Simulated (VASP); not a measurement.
OSZICAR of a VASP run on Ho (hcp):

File OSZICAR:
```
       N       E                     dE             d eps       ncg     rms          rms(c)
DAV:   1     0.884196037122E+02    0.88420E+02   -0.82019E+03  1842   0.128E+03
DAV:   2    -0.432609778543E+01   -0.92746E+02   -0.91244E+02  2367   0.559E+02
DAV:   3    -0.923313298138E+01   -0.49070E+01   -0.47072E+01  2792   0.966E+01
DAV:   4    -0.944095191547E+01   -0.20782E+00   -0.20009E+00  2821   0.131E+01
DAV:   5    -0.944628868500E+01   -0.53368E-02   -0.53116E-02  2752   0.237E+00    0.242E+01
DAV:   6    -0.943477094288E+01    0.11518E-01   -0.30502E-02  2833   0.221E+00    0.144E+01
DAV:   7    -0.943580764960E+01   -0.10367E-02   -0.54648E-02  2696   0.300E+00    0.292E-01
DAV:   8    -0.943537369063E+01    0.43396E-03   -0.30225E-03  2454   0.611E-01    0.597E-02
DAV:   9    -0.943537835911E+01   -0.46685E-05   -0.22798E-04  2811   0.178E-01    0.307E-02
DAV:  10    -0.943537490367E+01    0.34554E-05   -0.17293E-05  2790   0.445E-02    0.258E-02
DAV:  11    -0.943537484989E+01    0.53782E-07   -0.59346E-07  1553   0.107E-02
   1 F= -.94353748E+01 E0= -.94363643E+01  d E =-.943537E+01
       N       E                     dE             d eps       ncg     rms          rms(c)
DAV:   1    -0.959678872174E+01   -0.16141E+00   -0.29389E+00  2349   0.173E+01    0.239E+00
DAV:   2    -0.950018244273E+01    0.96606E-01   -0.26192E-01  2382   0.663E+00    0.106E+00
DAV:   3    -0.945162144436E+01    0.48561E-01   -0.10043E-01  2526   0.397E+00    0.404E-01
DAV:   4    -0.945089970060E+01    0.72174E-03   -0.75653E-03  2510   0.109E+00    0.307E-01
DAV:   5    -0.945089581461E+01    0.38860E-05   -0.86960E-04  2428   0.323E-01    0.280E-02
DAV:   6    -0.945087465058E+01    0.21164E-04   -0.76984E-05  2895   0.123E-01    0.184E-02
DAV:   7    -0.945086937661E+01    0.52740E-05   -0.85356E-06  2581   0.311E-02    0.317E-03
DAV:   8    -0.945086918194E+01    0.19467E-06   -0.35418E-07  1142   0.113E-02
   2 F= -.94508692E+01 E0= -.94518254E+01  d E =-.154943E-01
       N       E                     dE             d eps       ncg     rms          rms(c)
DAV:   1    -0.945355891777E+01   -0.26895E-02   -0.46904E-02  2308   0.212E+00    0.315E-01
DAV:   2    -0.945204605806E+01    0.15129E-02   -0.44836E-03  2457   0.932E-01    0.134E-01
DAV:   3    -0.945126876922E+01    0.77729E-03   -0.14426E-03  2528   0.479E-01    0.477E-02
DAV:   4    -0.945124569894E+01    0.23070E-04   -0.14705E-04  2566   0.153E-01    0.356E-02
DAV:   5    -0.945124551057E+01    0.18836E-06   -0.13661E-05  2418   0.399E-02    0.378E-03
DAV:   6    -0.945124512394E+01    0.38664E-06   -0.70836E-07  1107   0.162E-02
   3 F= -.94512451E+01 E0= -.94522464E+01  d E =-.158703E-01
       N       E                     dE             d eps       ncg     rms          rms(c)
DAV:   1    -0.945128567993E+01   -0.40169E-04   -0.85135E-04  2289   0.290E-01    0.441E-02
DAV:   2    -0.945125723213E+01    0.28448E-04   -0.84293E-05  2548   0.128E-01    0.187E-02
DAV:   3    -0.945124279911E+01    0.14433E-04   -0.26650E-05  2541   0.652E-02    0.648E-03
DAV:   4    -0.945124225904E+01    0.54007E-06   -0.21479E-06  1291   0.213E-02
   4 F= -.94512423E+01 E0= -.94522488E+01  d E =-.158674E-01
       N       E                     dE             d eps       ncg     rms          rms(c)
DAV:   1    -0.945350012633E+01   -0.22573E-02   -0.75534E-02  2453   0.250E+00    0.188E-01
DAV:   2    -0.945246600962E+01    0.10341E-02   -0.18785E-03  2642   0.491E-01    0.114E-01
DAV:   3    -0.945198486418E+01    0.48115E-03   -0.59299E-04  2897   0.243E-01    0.579E-02
DAV:   4    -0.945197835595E+01    0.65082E-05   -0.97982E-05  2699   0.859E-02    0.282E-02
DAV:   5    -0.945197875963E+01   -0.40368E-06   -0.49814E-06  1994   0.247E-02
   5 F= -.94519788E+01 E0= -.94532287E+01  d E =-.736501E-03
       N       E                     dE             d eps       ncg     rms          rms(c)
DAV:   1    -0.945386551042E+01   -0.18872E-02   -0.83889E-02  2438   0.264E+00    0.206E-01
DAV:   2    -0.945272613852E+01    0.11394E-02   -0.20691E-03  2633   0.516E-01    0.115E-01
DAV:   3    -0.945219160526E+01    0.53453E-03   -0.67494E-04  2879   0.259E-01    0.539E-02
DAV:   4    -0.945218538603E+01    0.62192E-05   -0.10902E-04  2675   0.900E-02    0.272E-02
DAV:   5    -0.945218582722E+01   -0.44119E-06   -0.57688E-06  2086   0.269E-02
   6 F= -.94521858E+01 E0= -.94536689E+01  d E =-.943568E-03
```

Task: Which electronic solver shows in the log?

Result: It is blocked Davidson (ALGO = Normal, or the opening steps of other solvers). The INCAR had ALGO = Normal.

Task: Can the final energy be trusted as converged?

Result: Self-consistency was reached. It stopped with EDIFF = 1E-6, NELM = 100, NSW = 60 and EDIFFG = -0.01 after 6 ionic steps (AM05 GGA, plane waves, VASP's PBE PAW potentials (set 64)). The 4f electrons are frozen in the core of the lanthanide potential, so 4f levels, which can set the real gap, and their magnetism are missing. Energy and stress use the plane-wave basis of the starting cell.

The compound is Ho in the hcp structure. This run relaxes it. Symmetry was kept, so distortions that lower it aren't found.
